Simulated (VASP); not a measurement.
**AgRh$_{3}$ (ordered alloy cell): computed properties**

Calculation: PBEsol GGA, VASP's PBE PAW potentials (set 64) (plane waves; VASP).

space group: Cmmm (65)
cell: a = 5.435 Å, b = 7.713 Å, c = 2.697 Å, α = β = γ = 90.00°
volume per atom: 14.13 Å³/atom
band gap (over mesh and band path): none (metal, semimetal or under 0.01 eV)
density: 12.24 g/cm³

```yaml
crystal:
  lattice:
    - [-0.01445, 3.82867, 3.85663]
    - [3.82867, -0.01445, 3.85663]
    - [1.90711, 1.90711, 0.00000]
  atoms:
    - { symbol: Rh, position: [0.00000, 0.00000, 0.00000] }
    - { symbol: Rh, position: [0.00000, 0.50000, 0.00000] }
    - { symbol: Rh, position: [0.50000, 0.00000, 0.00000] }
    - { symbol: Ag, position: [0.50000, 0.50000, 0.00000] }
```

The structure was generated: AgRh3 was put into an ordered model structure (Cmmm), which need not be its known phase. It was relaxed first. Symmetry was kept, so distortions that lower it aren't found.
